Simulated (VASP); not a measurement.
NaBeI3, 5 atoms in the cell. It takes space group Pm-3m (No. 221, cubic). The conventional cell has a = 5.459 Å, b = 5.459 Å, c = 5.459 Å, α = 90.00°, β = 90.00°, γ = 90.00°. Na (site symmetry m-3m) is surrounded by 12 I at 3.86 Å. Be (site symmetry m-3m) is surrounded by 6 I at 2.73 Å. I (site symmetry 4/mmm) is surrounded by 2 Be at 2.73 Å. The cell comes from a database or a generator and needn't be the stable form of this composition.

| Item | Value |
| --- | --- |
| Program | VASP 6.6.1 |
| Task | single point |
| Functional | PBE |
| Potentials or basis | VASP PAW PBE potentials, release 64 (Na_pv, Be, I) |
| Cutoff | 520 eV |
| k mesh | 4 × 4 × 4 |
| Occupations | gaussian, width 0.05 eV |
| Spin | no spin polarisation |
| Dipole correction | no |
| Further INCAR settings | ALGO = Normal; EDIFF = 1e-06; NBANDS = 23 |

Potentials or basis: VASP PAW PBE potentials, release 64 (Na_pv, Be, I).

Launch:

```sh
$ cat potpaw_PBE.64/Na_pv/POTCAR potpaw_PBE.64/Be/POTCAR potpaw_PBE.64/I/POTCAR > POTCAR
$ mpirun -np 1 vasp_std > vasp.out
```

Hardware: 1 thread of Intel(R) Xeon(R) 6975P-C (Granite Rapids), on a shared host.

Q: How long does it take, and how much memory?

A: Wall time 19 s on 1 thread of Intel(R) Xeon(R) 6975P-C (Granite Rapids), on a shared host, peak memory 0.26 GiB. Counts: scf iterations 12, k points 10.
